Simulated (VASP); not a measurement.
```
WS
1.0
    3.14576     0.00000     0.00000
   -1.57288     2.72431     0.00000
    0.00000     0.00000     6.78828
W S
2 2
Direct
  0.00000   0.00000   0.00000
  0.00000   0.00000   0.50000
  0.33333   0.66667   0.25000
  0.66667   0.33333   0.75000
```

All values below come from PBE GGA, VASP's PBE PAW potentials (set 64) (plane waves; VASP). Settings: 400 eV cut-off, 13×13×5 Γ-centred mesh, tetrahedra with Blöchl corrections, potentials W_sv S.

The cores are frozen, which limits the accuracy of field gradients.

Problem. Give the principal components of the electric field gradient (V/Å²) and the asymmetry η at each nucleus.

Solution. 
```
atom    Vxx    Vyy   Vzz     η
----  -----  -----  ----  ----
W1    -16.1  -16.1  32.3  0.00
W2    -16.1  -16.1  32.3  0.00
S3    -17.4  -17.4  34.9  0.00
S4    -17.4  -17.4  34.9  0.00
```

The structure was generated: WS was put into the NiAs type type (P6_3/mmc), which need not be its known phase. It was relaxed first, which changed the volume by -37 %.
